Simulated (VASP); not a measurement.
Output of a VASP run:

**OSZICAR**
```
       N       E                     dE             d eps       ncg     rms          rms(c)
DAV:   1     0.318442163705E+03    0.31844E+03   -0.16086E+04  5776   0.617E+02
DAV:   2    -0.627016150435E+02   -0.38114E+03   -0.35160E+03  6096   0.209E+02
DAV:   3    -0.949690780617E+02   -0.32267E+02   -0.30927E+02  7576   0.584E+01
DAV:   4    -0.961052746748E+02   -0.11362E+01   -0.11307E+01  6848   0.926E+00
DAV:   5    -0.961159043516E+02   -0.10630E-01   -0.10629E-01  6720   0.839E-01    0.238E+01
DAV:   6    -0.743154784269E+02    0.21800E+02   -0.79655E+00  6552   0.268E+01    0.749E+00
DAV:   7    -0.726729067427E+02    0.16426E+01   -0.18431E+00  6320   0.498E+00    0.455E+00
DAV:   8    -0.754316268311E+02   -0.27587E+01   -0.10040E+00  6152   0.393E+00    0.273E+00
DAV:   9    -0.731736426688E+02    0.22580E+01   -0.75203E-01  5960   0.362E+00    0.101E+00
DAV:  10    -0.732719249883E+02   -0.98282E-01   -0.76656E-02  6056   0.137E+00    0.503E-01
DAV:  11    -0.732827155291E+02   -0.10791E-01   -0.14889E-02  6760   0.363E-01    0.493E-01
DAV:  12    -0.732883248185E+02   -0.56093E-02   -0.20715E-04  6680   0.575E-02    0.474E-01
DAV:  13    -0.733456504788E+02   -0.57326E-01   -0.19682E-02  6304   0.683E-01    0.234E-01
DAV:  14    -0.733441938831E+02    0.14566E-02   -0.34126E-03  6952   0.189E-01    0.262E-01
DAV:  15    -0.733468063675E+02   -0.26125E-02   -0.51621E-04  6136   0.112E-01    0.166E-01
DAV:  16    -0.733464275015E+02    0.37887E-03   -0.51010E-04  7248   0.683E-02    0.450E-02
DAV:  17    -0.733466180822E+02   -0.19058E-03   -0.68963E-05  6296   0.339E-02    0.278E-02
DAV:  18    -0.733466187745E+02   -0.69228E-06   -0.46966E-06  7016   0.768E-03    0.150E-02
DAV:  19    -0.733466137285E+02    0.50460E-05   -0.27495E-06  6488   0.686E-03    0.447E-03
DAV:  20    -0.733466176379E+02   -0.39094E-05   -0.22143E-06  6248   0.702E-03    0.331E-03
DAV:  21    -0.733466178900E+02   -0.25206E-06   -0.13909E-07  6304   0.172E-03    0.125E-03
DAV:  22    -0.733466178689E+02    0.21090E-07   -0.23345E-08  5464   0.707E-04
   1 F= -.73346618E+02 E0= -.73346618E+02  d E =-.618498E-18
 imaginary and real dielectric function
```

### OUTCAR
```
------------------------ aborting loop because EDIFF is reached ----------------------------------------
  FORCE on cell =-STRESS in cart. coord.  units (eV):
  Direction    XX          YY          ZZ          XY          YZ          ZX
  --------------------------------------------------------------------------------------
  Total        0.0270041      0.0270041     -0.0392944      0.0000000     -0.0000000      0.0000000
  in kB        0.6682027      0.6682027     -0.9723218      0.0000000     -0.0000000      0.0000000
  external PRESSURE =       0.1213612 kB  Pullay stress =       0.0000000 kB
  volume of cell :       64.75
      direct lattice vectors                 reciprocal lattice vectors
     3.981589557  0.000000000  0.000000000     0.251155973  0.000000000  0.000000000
     0.000000000  3.981589557  0.000000000     0.000000000  0.251155973  0.000000000
     0.000000000  0.000000000  4.084306977     0.000000000  0.000000000  0.244839579
 POSITION                                       TOTAL-FORCE (eV/Angst)
 -----------------------------------------------------------------------------------
      0.00000      0.00000      0.03147         0.000000      0.000000     -0.006443
      1.99079      1.99079      2.00319         0.000000     -0.000000      0.012645
      1.99079      1.99079      0.15610         0.000000      0.000000     -0.014082
      0.00000      1.99079      2.14143         0.000000     -0.000000      0.003940
      1.99079      0.00000      2.14143        -0.000000      0.000000      0.003940
 -----------------------------------------------------------------------------------
    total drift:                                0.000000      0.000000      0.002717
  FREE ENERGIE OF THE ION-ELECTRON SYSTEM (eV)
  ---------------------------------------------------
  free  energy   TOTEN  =       -73.3466178689 eV

  energy  without entropy=      -73.3466178689  energy(sigma->0) =      -73.34661787

 plasma frequency squared (from intraband transitions) (eV^2)
  --------------------------------------------------------------------------------------
       0.000       0.000       0.000
       0.000       0.000       0.000
       0.000       0.000       0.000

 plasma frequency squared (from interband transitions, int dw w eps(2)(w)) (eV^2)
  --------------------------------------------------------------------------------------
     660.446       0.000       0.000      -0.000      -0.000       0.000
       0.000       0.000     660.446       0.000      -0.000       0.000
      -0.000      -0.000      -0.000      -0.000     659.049       0.000
```
(Selected blocks of OUTCAR.)

### POSCAR
```
BaTiO3
1
    3.9815895568     0.0000000000     0.0000000000
    0.0000000000     3.9815895568    -0.0000000000
    0.0000000000     0.0000000000     4.0843069774
Ba Ti O
1 1 3
Direct
  0.0000000000   0.0000000000   0.0077057215
  0.5000000000   0.5000000000   0.4904599982
  0.5000000000   0.5000000000   0.0382185480
  1.0000000000   0.5000000000   0.5243078662
  0.5000000000   0.0000000000   0.5243078662
```

### Question
Write an INCAR and KPOINTS that could have produced this output.

### Answer
Several could match; the one computed here: the input of the run itself, r2SCAN+rVV10, plane waves, VASP's PBE PAW potentials (set 64).

### INCAR
```
LWAVE = .False.
LPEAD = .True.
LUSE_VDW = .True.
LMIXTAU = .True.
BPARAM = 11.95
METAGGA = R2SCAN
PREC = Accurate
NELM = 100   ! most electronic steps
LASPH = .True.
CSHIFT = 0.1
CPARAM = 0.0093
EDIFF = 1E-7
LOPTICS = .True.
LMAXMIX = 4   ! l cut-off of mixed one-centre charges
LREAL = .False.
SIGMA = 0.01
LCHARG = .False.
ALGO = Normal   ! blocked Davidson
SYSTEM = BaTiO3
ENCUT = 520   ! plane-wave cut-off (eV)
ISMEAR = 0
NEDOS = 1001   ! DOS grid
NBANDS = 72
```

### KPOINTS
```
Automatic mesh
0
Gamma
7 7 7
0 0 0
```

POTCAR, in this order: Ba_sv Ti_sv O (PBE.64 set). Program: vasp_std.

The dielectric response may not be converged in the k-mesh; for small gaps it tends to come out too large.

The structure comes from a measured BaTiO3 entry (P4mm) of the Crystallography Open Database, whose conditions weren't checked. It was relaxed first.
